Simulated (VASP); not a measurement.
Calculation: PBE GGA, VASP's PBE PAW potentials (set 64) (plane waves; VASP).

VASP ran on this input.

**POSCAR**
```
C31NSi32
1
    8.7583314356     0.0000000000     0.0000000000
    0.0000000000     8.7583314356    -0.0000000000
   -0.0000000000    -0.0000000000     8.7583314356
Si C N
32 31 1
Direct
  0.5000000000   0.0000000000   0.0000000000
  0.7500000000   0.2500000000   0.0000000000
  0.7500000000   0.0000000000   0.2500000000
  0.0000000000   0.0000000000   0.0000000000
  0.2500000000   0.2500000000   0.0000000000
  0.5000000000   0.5000000000   0.0000000000
  0.7500000000   0.7500000000   0.0000000000
  0.2500000000   0.0000000000   0.2500000000
  0.4943630000   0.2545240000   0.2483280000
  0.7493970000   0.5046840000   0.2516320000
  0.5000000000   0.0000000000   0.5000000000
  0.7503080000   0.2470750000   0.4945920000
  0.7500000000   0.0000000000   0.7500000000
  0.0000000000   0.5000000000   0.0000000000
  0.2500000000   0.7500000000   0.0000000000
  0.0000000000   0.2500000000   0.2500000000
  0.2500000000   0.5000000000   0.2500000000
  0.5000000000   0.7500000000   0.2500000000
  0.0000000000   0.0000000000   0.5000000000
  0.2500000000   0.2500000000   0.5000000000
  0.4952420000   0.5010040000   0.5026030000
  0.7500000000   0.7500000000   0.5000000000
  0.2500000000   0.0000000000   0.7500000000
  0.5000000000   0.2500000000   0.7500000000
  0.7500000000   0.5000000000   0.7500000000
  0.0000000000   0.7500000000   0.2500000000
  0.0000000000   0.5000000000   0.5000000000
  0.2500000000   0.7500000000   0.5000000000
  0.0000000000   0.2500000000   0.7500000000
  0.2500000000   0.5000000000   0.7500000000
  0.5000000000   0.7500000000   0.7500000000
  0.0000000000   0.7500000000   0.7500000000
  0.6230690000   0.1199540000   0.1236960000
  0.8698040000   0.3786850000   0.1260540000
  0.8732830000   0.1222160000   0.3693940000
  0.1250000000   0.1250000000   0.1250000000
  0.3773910000   0.3802000000   0.1261690000
  0.6226790000   0.6255120000   0.1303110000
  0.8750000000   0.8750000000   0.1250000000
  0.3727630000   0.1208580000   0.3804490000
  0.8720160000   0.6270220000   0.3741880000
  0.6286910000   0.1265820000   0.6307010000
  0.8771860000   0.3726650000   0.6280960000
  0.8750000000   0.1250000000   0.8750000000
  0.1250000000   0.6250000000   0.1250000000
  0.3750000000   0.8750000000   0.1250000000
  0.1250000000   0.3750000000   0.3750000000
  0.3793210000   0.6273110000   0.3712690000
  0.6250000000   0.8750000000   0.3750000000
  0.1250000000   0.1250000000   0.6250000000
  0.3713450000   0.3739710000   0.6267510000
  0.6198160000   0.6245160000   0.6205750000
  0.8750000000   0.8750000000   0.6250000000
  0.3750000000   0.1250000000   0.8750000000
  0.6250000000   0.3750000000   0.8750000000
  0.8750000000   0.6250000000   0.8750000000
  0.1250000000   0.8750000000   0.3750000000
  0.1250000000   0.6250000000   0.6250000000
  0.3750000000   0.8750000000   0.6250000000
  0.1250000000   0.3750000000   0.8750000000
  0.3750000000   0.6250000000   0.8750000000
  0.6250000000   0.8750000000   0.8750000000
  0.1250000000   0.8750000000   0.8750000000
  0.6298970000   0.3738590000   0.3746380000
```

KPOINTS:
```
kpoints
0
G
  1 1 1
0 0 0
```

**INCAR**
```
ENCUT=400   # plane-wave cut-off (eV)
PREC=Normal
NELMIN=4
IBRION=2   # conjugate gradients
ISMEAR=0
ISIF=2   # forces and stress, cell fixed
EDIFFG=-0.03   # ionic stop
NELECT=256.0
LWAVE=.TRUE.
LASPH=.TRUE.
LREAL=Auto
GGA=PE   # PBE
NELM=100   # most electronic steps
LCHARG=.FALSE.
SYSTEM=C31NSi32
ISYM=0
NSW=60
EDIFF=1E-5
SIGMA=0.05   # width (eV)
ALGO=Fast   # Davidson, then RMM-DIIS
```

POTCAR, in this order: Si C N (PBE.64 set). Program: vasp_gam.

The resulting files:

File OSZICAR:
```
...
RMM:  14    -0.486888075803E+03   -0.82914E-04   -0.86567E-04   322   0.557E-02    0.400E-02
RMM:  15    -0.486888001870E+03    0.73933E-04   -0.16181E-04   326   0.248E-02    0.129E-02
RMM:  16    -0.486888003710E+03   -0.18400E-05   -0.12556E-04   323   0.200E-02    0.106E-02
RMM:  17    -0.486888006090E+03   -0.23799E-05   -0.30317E-05   213   0.110E-02
   1 F= -.48688801E+03 E0= -.48688801E+03  d E =-.486888E+03
       N       E                     dE             d eps       ncg     rms          rms(c)
DAV:   1    -0.487186819251E+03   -0.29882E+00   -0.15000E+02   348   0.322E+01    0.389E+00
RMM:   2    -0.487175406518E+03    0.11413E-01   -0.34286E+00   322   0.450E+00    0.163E+00
RMM:   3    -0.487116614906E+03    0.58792E-01   -0.72351E-01   322   0.185E+00    0.878E-01
RMM:   4    -0.487121845860E+03   -0.52310E-02   -0.16154E-01   330   0.803E-01    0.466E-01
RMM:   5    -0.487122917814E+03   -0.10720E-02   -0.23607E-02   328   0.362E-01    0.179E-01
RMM:   6    -0.487123443069E+03   -0.52525E-03   -0.60120E-03   336   0.169E-01    0.683E-02
RMM:   7    -0.487123513222E+03   -0.70153E-04   -0.14019E-03   332   0.798E-02    0.334E-02
RMM:   8    -0.487123507551E+03    0.56710E-05   -0.25257E-04   330   0.371E-02    0.161E-02
RMM:   9    -0.487123510977E+03   -0.34262E-05   -0.92987E-05   315   0.204E-02
   2 F= -.48712351E+03 E0= -.48712351E+03  d E =-.235505E+00
       N       E                     dE             d eps       ncg     rms          rms(c)
DAV:   1    -0.487422855238E+03   -0.29935E+00   -0.27571E+01   340   0.137E+01    0.153E+00
RMM:   2    -0.487415609336E+03    0.72459E-02   -0.59128E-01   322   0.185E+00    0.688E-01
RMM:   3    -0.487404840111E+03    0.10769E-01   -0.13462E-01   322   0.773E-01    0.329E-01
RMM:   4    -0.487406115935E+03   -0.12758E-02   -0.28496E-02   332   0.337E-01    0.174E-01
RMM:   5    -0.487406214046E+03   -0.98111E-04   -0.39666E-03   325   0.151E-01    0.630E-02
RMM:   6    -0.487406311848E+03   -0.97802E-04   -0.11507E-03   340   0.716E-02    0.254E-02
RMM:   7    -0.487406321429E+03   -0.95811E-05   -0.21331E-04   333   0.317E-02    0.116E-02
RMM:   8    -0.487406321204E+03    0.22570E-06   -0.42197E-05   250   0.149E-02
   3 F= -.48740632E+03 E0= -.48740632E+03  d E =-.518315E+00
       N       E                     dE             d eps       ncg     rms          rms(c)
DAV:   1    -0.487458133572E+03   -0.51812E-01   -0.11594E+01   356   0.909E+00    0.100E+00
RMM:   2    -0.487462047350E+03   -0.39138E-02   -0.26884E-01   322   0.125E+00    0.447E-01
RMM:   3    -0.487459003573E+03    0.30438E-02   -0.55717E-02   323   0.504E-01    0.223E-01
RMM:   4    -0.487459427690E+03   -0.42412E-03   -0.13274E-02   334   0.226E-01    0.106E-01
RMM:   5    -0.487459482692E+03   -0.55002E-04   -0.17557E-03   329   0.983E-02    0.432E-02
RMM:   6    -0.487459515468E+03   -0.32776E-04   -0.40588E-04   330   0.458E-02    0.162E-02
RMM:   7    -0.487459521452E+03   -0.59839E-05   -0.95735E-05   314   0.207E-02
   4 F= -.48745952E+03 E0= -.48745952E+03  d E =-.532002E-01
       N       E                     dE             d eps       ncg     rms          rms(c)
DAV:   1    -0.487466641256E+03   -0.71258E-02   -0.76343E-01   380   0.233E+00    0.254E-01
RMM:   2    -0.487466889152E+03   -0.24790E-03   -0.17561E-02   322   0.318E-01    0.115E-01
RMM:   3    -0.487466679073E+03    0.21008E-03   -0.36102E-03   322   0.129E-01    0.562E-02
RMM:   4    -0.487466710884E+03   -0.31811E-04   -0.89209E-04   333   0.579E-02    0.272E-02
RMM:   5    -0.487466713135E+03   -0.22510E-05   -0.11202E-04   325   0.251E-02    0.113E-02
RMM:   6    -0.487466715476E+03   -0.23413E-05   -0.28306E-05   215   0.119E-02
   5 F= -.48746672E+03 E0= -.48746672E+03  d E =-.603943E-01
       N       E                     dE             d eps       ncg     rms          rms(c)
DAV:   1    -0.487480779878E+03   -0.14067E-01   -0.17333E+00   346   0.353E+00    0.369E-01
RMM:   2    -0.487482281303E+03   -0.15014E-02   -0.39460E-02   322   0.485E-01    0.171E-01
RMM:   3    -0.487481979608E+03    0.30170E-03   -0.64984E-03   322   0.188E-01    0.898E-02
RMM:   4    -0.487481991399E+03   -0.11791E-04   -0.17609E-03   326   0.857E-02    0.340E-02
RMM:   5    -0.487482012326E+03   -0.20927E-04   -0.27218E-04   339   0.370E-02    0.192E-02
RMM:   6    -0.487482015652E+03   -0.33259E-05   -0.56128E-05   270   0.170E-02
   6 F= -.48748202E+03 E0= -.48748202E+03  d E =-.153002E-01
       N       E                     dE             d eps       ncg     rms          rms(c)
DAV:   1    -0.487482019322E+03   -0.69956E-05   -0.32673E-04   372   0.485E-02    0.698E-03
RMM:   2    -0.487482019984E+03   -0.66198E-06   -0.99065E-06   192   0.779E-03    0.342E-03
RMM:   3    -0.487482020091E+03   -0.10700E-06   -0.17186E-06   187   0.307E-03    0.181E-03
RMM:   4    -0.487482020074E+03    0.16869E-07   -0.89389E-08    74   0.143E-03
   7 F= -.48748202E+03 E0= -.48748202E+03  d E =-.153046E-01
       N       E                     dE             d eps       ncg     rms          rms(c)
DAV:   1    -0.487486176120E+03   -0.41560E-02   -0.46000E-01   346   0.182E+00    0.178E-01
RMM:   2    -0.487486273922E+03   -0.97802E-04   -0.75390E-03   322   0.214E-01    0.800E-02
RMM:   3    -0.487486220222E+03    0.53700E-04   -0.15851E-03   324   0.877E-02    0.395E-02
RMM:   4    -0.487486236710E+03   -0.16488E-04   -0.37133E-04   338   0.381E-02    0.182E-02
RMM:   5    -0.487486239906E+03   -0.31960E-05   -0.46401E-05   255   0.160E-02
   8 F= -.48748624E+03 E0= -.48748624E+03  d E =-.421983E-02
       N       E                     dE             d eps       ncg     rms          rms(c)
DAV:   1    -0.487486409567E+03   -0.17286E-03   -0.27722E-02   380   0.446E-01    0.439E-02
RMM:   2    -0.487486419032E+03   -0.94651E-05   -0.47781E-04   322   0.537E-02    0.199E-02
RMM:   3    -0.487486417396E+03    0.16363E-05   -0.10261E-04   325   0.222E-02    0.102E-02
RMM:   4    -0.487486418293E+03   -0.89687E-06   -0.21574E-05   204   0.970E-03
   9 F= -.48748642E+03 E0= -.48748642E+03  d E =-.439822E-02
       N       E                     dE             d eps       ncg     rms          rms(c)
DAV:   1    -0.487488161062E+03   -0.17437E-02   -0.29352E-01   322   0.146E+00    0.131E-01
RMM:   2    -0.487488278703E+03   -0.11764E-03   -0.42815E-03   322   0.160E-01    0.591E-02
RMM:   3    -0.487488246731E+03    0.31972E-04   -0.96192E-04   329   0.652E-02    0.287E-02
RMM:   4    -0.487488254874E+03   -0.81437E-05   -0.20808E-04   340   0.286E-02    0.133E-02
RMM:   5    -0.487488256799E+03   -0.19248E-05   -0.25027E-05   208   0.116E-02
  10 F= -.48748826E+03 E0= -.48748826E+03  d E =-.183851E-02
       N       E                     dE             d eps       ncg     rms          rms(c)
DAV:   1    -0.487488371405E+03   -0.11653E-03   -0.31604E-02   372   0.480E-01    0.432E-02
RMM:   2    -0.487488386094E+03   -0.14689E-04   -0.47691E-04   322   0.533E-02    0.194E-02
RMM:   3    -0.487488383675E+03    0.24190E-05   -0.10945E-04   329   0.219E-02    0.961E-03
RMM:   4    -0.487488384407E+03   -0.73174E-06   -0.20750E-05   202   0.959E-03
  11 F= -.48748838E+03 E0= -.48748838E+03  d E =-.196611E-02
       N       E                     dE             d eps       ncg     rms          rms(c)
DAV:   1    -0.487488894869E+03   -0.51119E-03   -0.11957E-01   322   0.932E-01    0.860E-02
RMM:   2    -0.487488905960E+03   -0.11091E-04   -0.18684E-03   322   0.106E-01    0.397E-02
RMM:   3    -0.487488887348E+03    0.18611E-04   -0.49333E-04   328   0.451E-02    0.190E-02
RMM:   4    -0.487488894128E+03   -0.67800E-05   -0.10467E-04   327   0.196E-02    0.104E-02
RMM:   5    -0.487488894599E+03   -0.47058E-06   -0.12465E-05   194   0.837E-03
  12 F= -.48748889E+03 E0= -.48748889E+03  d E =-.510192E-03
```

OUTCAR:
```
------------------------ aborting loop because EDIFF is reached ----------------------------------------
  FORCE on cell =-STRESS in cart. coord.  units (eV):
  Direction    XX          YY          ZZ          XY          YZ          ZX
  --------------------------------------------------------------------------------------
  Total      -18.4812757    -18.4556443    -18.4610219      0.0156667      0.0062475      0.0167657
  in kB      -44.0735873    -44.0124623    -44.0252867      0.0373615      0.0148989      0.0399823
  external PRESSURE =     -44.0371121 kB  Pullay stress =       0.0000000 kB
  volume of cell :      671.84
      direct lattice vectors                 reciprocal lattice vectors
     8.758331436  0.000000000  0.000000000     0.114176999  0.000000000  0.000000000
     0.000000000  8.758331436  0.000000000     0.000000000  0.114176999  0.000000000
     0.000000000  0.000000000  8.758331436     0.000000000  0.000000000  0.114176999
  FREE ENERGIE OF THE ION-ELECTRON SYSTEM (eV)
  ---------------------------------------------------
  free  energy   TOTEN  =      -487.4888945991 eV

  energy  without entropy=     -487.4888945991  energy(sigma->0) =     -487.48889460

 reached required accuracy - stopping structural energy minimisation
```
(Selected blocks of OUTCAR.)

### CONTCAR
```
C31NSi32
   1.00000000000000
     8.7583314356000006    0.0000000000000000    0.0000000000000000
     0.0000000000000000    8.7583314356000006    0.0000000000000000
     0.0000000000000000    0.0000000000000000    8.7583314356000006
  Si              C               N
    32    31     1
Direct
     0.4992466669703690    0.0001946037115896    0.0000750108776953
     0.7495554933551249    0.2502470601641025    0.9995924605772115
     0.7496791057111241    0.9995396402752882    0.2501022969683271
     0.9998871069180328    0.0000941250220442    0.0000512104992408
     0.2498855896679009    0.2497216214362394    0.0000634834205756
     0.4998591281947611    0.5000488938988057    0.9996564792435016
     0.7501951284767056    0.7499912587821174    0.0000740180123286
     0.2498158867200022    0.0002077977639538    0.2497341687849341
     0.4979738440219395    0.2483042876555059    0.2483412034865696
     0.7514710485368922    0.5018428434831524    0.2483572641135465
     0.4999029283350888    0.9997159397494523    0.5000194797677630
     0.7515449166663533    0.2483672992687791    0.5018246812915199
     0.7501930447284796    0.0001944805042152    0.7500160292012507
     0.9995234860413484    0.5004458221918806    0.0000706454107863
     0.2495445955591142    0.7501479957815249    0.0000334734298083
     0.0002089107961592    0.2501927263361807    0.2501520132715100
     0.2491740745497859    0.4999343005315670    0.2501072200374068
     0.4997978946303513    0.7506000844672650    0.2502074014132266
     0.9995075491152817    0.0001477905958983    0.5004708796443035
     0.2490810279047918    0.2502329407205238    0.5000103469116166
     0.4978528217557362    0.5017924005633300    0.5018213904240324
     0.7495664568990738    0.7505900249357185    0.5000009851793933
     0.2496336917943541    0.0000236301370377    0.7500388731586670
     0.4998431111534217    0.2502210730175977    0.7505002217347014
     0.7496742197425751    0.4999028051383692    0.7504531481174743
     0.9996111598395939    0.7499359134881123    0.2496571721220105
     0.0002714009313862    0.5000391704017614    0.4999995981448235
     0.2498733775713541    0.7500045273287131    0.5004964023800587
     0.9996094605855629    0.2495909985990809    0.7500160255290083
     0.2498519550563244    0.5004583982042301    0.7500732878677729
     0.4993043341902463    0.7498829143641819    0.7500174715284298
     0.9998345083431647    0.7501587137221424    0.7500756943821263
     0.6251678894115880    0.1265216844714079    0.1265535484634166
     0.8731854827745015    0.3746051518019630    0.1265424419385707
     0.8731929890867403    0.1265202205245935    0.3745333525335471
     0.1248046072137480    0.1254010706756309    0.1253029080836804
     0.3762467333649315    0.3755576286842154    0.1265034263001157
     0.6242674131841427    0.6236983861002751    0.1265771733883430
     0.8745270989447611    0.8751418726981320    0.1252663253379412
     0.3761475711462368    0.1266364394107196    0.3756729338339040
     0.8731887344216168    0.6236552329221026    0.3756148119382605
     0.6243099973156949    0.1266530424939616    0.6236199186376572
     0.8733351366339570    0.3754730879483834    0.6235808120985641
     0.8744661472842690    0.1253642189521705    0.8752502110500782
     0.1246265111230034    0.6247536063099426    0.1252957033980172
     0.3749087787281540    0.8750926061721093    0.1253512661236399
     0.1246942340630810    0.3751347516989842    0.3750912206076372
     0.3761289509574142    0.6235850220340063    0.3745192205768580
     0.6246729426531522    0.8751558962834967    0.3750405589272211
     0.1246336640762931    0.1253014851338622    0.6248417764506607
     0.3761283585490018    0.3745479786052867    0.6236007640204829
     0.6251407179902930    0.6234798176202133    0.6235391723239428
     0.8743989351449873    0.8750636713510848    0.6248844364033679
     0.3749515365950630    0.1253478028985460    0.8748807714020477
     0.6246483752369069    0.3751547198926809    0.8750802698832578
     0.8744449770494672    0.6248157421592788    0.8749035688181844
     0.1247310469205015    0.8750503587827967    0.3750853656697558
     0.1248539656684678    0.6248864649508953    0.6248906321496732
     0.3750502515148903    0.8751274991834889    0.6248322926846536
     0.1246294834532289    0.3749906717589536    0.8750306827503848
     0.3749673852219561    0.6248394151008954    0.8752729662128392
     0.6246774401893662    0.8751020529951229    0.8750625412925326
     0.1246788750851088    0.8752031693262469    0.8750364928723973
     0.6247908442350781    0.3750051488181888    0.3750783968967411
```

At this cut-off the stress carries a Pulay error, which pulls relaxed volumes low. The cell is charged, with a uniform compensating background. The supercell is sampled at Γ alone, which is coarse: total energies, pressure and levels can be off, energies of defects by several tenths of an eV.

The cell is a supercell with a defect, built from SiC (zinc blende): N_C, charge +1. The run is not spin-polarised, so no state with unpaired spins was tried.
